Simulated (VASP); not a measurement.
Output of a VASP run:

**OUTCAR**
```
 ion  position               nearest neighbor table
   1  0.000  0.000  0.000-   2 2.57   2 2.57   2 2.57   2 2.57
   2  0.250  0.250  0.250-   1 2.57   1 2.57   1 2.57   1 2.57
  LATTYP: Found a face centered cubic cell.
 ALAT       =     5.9270567380
 Subroutine PRICEL returns:
 Original cell was already a primitive cell.
 Subroutine GETGRP returns: Found 24 space group operations
The static configuration has the point symmetry T_d .
The dynamic configuration has the point symmetry T_d .
 Subroutine INISYM returns: Found 24 space group operations
 Subroutine IBZKPT returns following result:
 Found     20 irreducible k-points:

 Following reciprocal coordinates:
            Coordinates               Weight
  0.000000  0.000000  0.000000      1.000000
  0.142857  0.000000  0.000000      8.000000
  0.285714  0.000000  0.000000      8.000000
  0.428571  0.000000  0.000000      8.000000
  0.142857  0.142857  0.000000      6.000000
  0.285714  0.142857  0.000000     24.000000
  0.428571  0.142857  0.000000     24.000000
 -0.428571  0.142857  0.000000     24.000000
 -0.285714  0.142857  0.000000     24.000000
 -0.142857  0.142857  0.000000     12.000000
  0.285714  0.285714  0.000000      6.000000
  0.428571  0.285714  0.000000     24.000000
 -0.428571  0.285714  0.000000     24.000000
 -0.285714  0.285714  0.000000     12.000000
  0.428571  0.428571  0.000000      6.000000
 -0.428571  0.428571  0.000000     12.000000
  0.428571  0.285714  0.142857     24.000000
 -0.428571  0.285714  0.142857     48.000000
 -0.428571  0.428571  0.142857     24.000000
 -0.285714  0.428571  0.142857     24.000000
   k-points           NKPTS =     20   k-points in BZ     NKDIM =     20   number of bands    NBANDS=     13
   number of dos      NEDOS =    301   number of ions     NIONS =      2
   total plane-waves  NPLWV =  21952
   dimension x,y,z NGX =    28 NGY =   28 NGZ =   28
   dimension x,y,z NGXF=    56 NGYF=   56 NGZF=   56
   ions per type =               1   1
   PREC   = accura    normal or accurate (medium, high low for compatibility)
   ISTART =      0    job   : 0-new  1-cont  2-samecut
   ICHARG =      2    charge: 1-file 2-atom 10-const
   ISPIN  =      1    spin polarized calculation?
   LNONCOLLINEAR =      F non collinear calculations
   LSORBIT =      F    spin-orbit coupling
   INIWAV =      1    electr: 0-lowe 1-rand  2-diag
   ENCUT  =  350.0 eV  25.72 Ry    5.07 a.u.   6.39  6.39  6.39*2*pi/ulx,y,z
   NELM   =    100;   NELMIN=  2; NELMDL= -5     # of ELM steps
   EDIFF  = 0.1E-05   stopping-criterion for ELM
   LREAL  =      F    real-space projection
   NLSPLINE    = F    spline interpolate recip. space projectors
   LMAXMIX     =    4 max onsite mixed and CHGCAR
   VOSKOWN=      0    Vosko Wilk Nusair interpolation
   EDIFFG = -.1E-01   stopping-criterion for IOM
   NSW    =     60    number of steps for IOM
   NBLOCK =      1;   KBLOCK =     60    inner block; outer block
   IBRION =      2    ionic relax: 0-MD 1-quasi-New 2-CG
   NFREE  =      1    steps in history (QN), initial steepest desc. (CG)
   ISIF   =      3    stress and relaxation
   ISYM   =      2    0-nonsym 1-usesym 2-fastsym
   TEIN   =    0.0    initial temperature
   TEBEG  =    0.0;   TEEND  =   0.0 temperature during run
   SMASS  =  -3.00    Nose mass-parameter (am)
   PSTRESS=    0.0 pullay stress
   NELECT =      18.0000    total number of electrons
   EFERMI =   0.00;   METHOD = LEGACY
   ISMEAR =     0;   SIGMA  =   0.05  broadening in eV -4-tet -1-fermi 0-gaus
   IALGO  =     38    algorithm
   LDIAG  =      T    sub-space diagonalisation (order eigenvalues)
   IMIX   =      4    mixing-type and parameters
     AMIX     =   0.40;   BMIX     =  1.00
     AMIX_MAG =   1.60;   BMIX_MAG =  1.00
     AMIN     =   0.10
   GGA     = PE    functional components
   VOSKOWN =     0    Vosko Wilk Nusair interpolation
   LHFCALC =     F    Hartree Fock is set to
   LHFONE  =     F    Hartree Fock one center treatment
...
```

### OSZICAR
```
       N       E                     dE             d eps       ncg     rms          rms(c)
DAV:   1     0.855893525940E+02    0.85589E+02   -0.74928E+03   544   0.916E+02
DAV:   2    -0.322360543133E+01   -0.88813E+02   -0.85742E+02   630   0.259E+02
DAV:   3    -0.667382988867E+01   -0.34502E+01   -0.34420E+01   605   0.536E+01
DAV:   4    -0.669806181387E+01   -0.24232E-01   -0.24229E-01   615   0.431E+00
DAV:   5    -0.669840482487E+01   -0.34301E-03   -0.34301E-03   615   0.495E-01    0.772E+00
DAV:   6    -0.616146782504E+01    0.53694E+00   -0.10635E+00   716   0.135E+01    0.617E+00
DAV:   7    -0.614235056987E+01    0.19117E-01   -0.20057E-01   545   0.353E+00    0.310E+00
DAV:   8    -0.614217381175E+01    0.17676E-03   -0.18613E-02   555   0.200E+00    0.270E-01
DAV:   9    -0.614201974585E+01    0.15407E-03   -0.24281E-03   600   0.789E-01    0.715E-02
DAV:  10    -0.614218722878E+01   -0.16748E-03   -0.28501E-04   545   0.164E-01    0.827E-02
DAV:  11    -0.614227327433E+01   -0.86046E-04   -0.13521E-04   553   0.121E-01    0.163E-02
DAV:  12    -0.614226155998E+01    0.11714E-04   -0.42550E-05   696   0.944E-02    0.807E-03
DAV:  13    -0.614226277659E+01   -0.12166E-05   -0.45355E-06   535   0.149E-02    0.678E-03
DAV:  14    -0.614226262762E+01    0.14896E-06   -0.14637E-07   325   0.293E-03
   1 F= -.61422626E+01 E0= -.61422626E+01  d E =-.614226E+01
       N       E                     dE             d eps       ncg     rms          rms(c)
DAV:   1    -0.614306132523E+01   -0.79855E-03   -0.15916E-02   565   0.171E+00    0.215E-01
DAV:   2    -0.614235925188E+01    0.70207E-03   -0.17153E-03   585   0.660E-01    0.735E-02
DAV:   3    -0.614228890233E+01    0.70350E-04   -0.20728E-04   550   0.171E-01    0.634E-02
DAV:   4    -0.614228683837E+01    0.20640E-05   -0.10648E-05   545   0.361E-02    0.137E-02
DAV:   5    -0.614228764351E+01   -0.80514E-06   -0.23410E-06   435   0.240E-02
   2 F= -.61422876E+01 E0= -.61422876E+01  d E =-.250159E-04
```

OUTCAR:
```
------------------------ aborting loop because EDIFF is reached ----------------------------------------
  FORCE on cell =-STRESS in cart. coord.  units (eV):
  Direction    XX          YY          ZZ          XY          YZ          ZX
  --------------------------------------------------------------------------------------
  Total        0.0119506      0.0119506      0.0119506      0.0000000      0.0000000      0.0000000
  in kB        0.3686138      0.3686138      0.3686138      0.0000000      0.0000000      0.0000000
  external PRESSURE =       0.3686138 kB  Pullay stress =       0.0000000 kB
  volume of cell :       51.94
      direct lattice vectors                 reciprocal lattice vectors
     0.000000000  2.961413321  2.961413321    -0.168838303  0.168838303  0.168838303
     2.961413321  0.000000000  2.961413321     0.168838303 -0.168838303  0.168838303
     2.961413321  2.961413321  0.000000000     0.168838303  0.168838303 -0.168838303
  FREE ENERGIE OF THE ION-ELECTRON SYSTEM (eV)
  ---------------------------------------------------
  free  energy   TOTEN  =        -6.1422876435 eV

  energy  without entropy=       -6.1422876435  energy(sigma->0) =       -6.14228764

 reached required accuracy - stopping structural energy minimisation
```
(Selected blocks of OUTCAR.)

### POSCAR
```
CdS
1
   -0.0000000000     2.9635283690     2.9635283690
    2.9635283690     0.0000000000     2.9635283690
    2.9635283690     2.9635283690     0.0000000000
Cd S
1 1
Direct
  0.0000000000   0.0000000000   0.0000000000
  0.2500000000   0.2500000000   0.2500000000
```

Problem. Reconstruct the remaining input files.

Solution. This is not unique; one that fits is the input of the run itself, PBE GGA, plane waves, VASP's PBE PAW potentials (set 64).

**KPOINTS**
```
K-points
0
G
 7 7 7
```

### INCAR
```
ALGO = Normal
EDIFF = 1E-6
EDIFFG = -0.01
ENCUT = 350
GGA = PE
IBRION = 2
ISIF = 3
ISMEAR = 0
LASPH = .TRUE.
LCHARG = .FALSE.
LMAXMIX = 4
LREAL = .FALSE.
LWAVE = .FALSE.
NELM = 100
NSW = 60
PREC = Accurate
SIGMA = 0.05
SYSTEM = CdS
```

POTCAR, in this order: Cd S (PBE.64 set). Program: vasp_std.

The compound is CdS in the zinc blende structure, a metastable form; wurtzite is the usual one. This run relaxes it. Symmetry was kept, so distortions that lower it aren't found. The start is the result of an earlier pass.
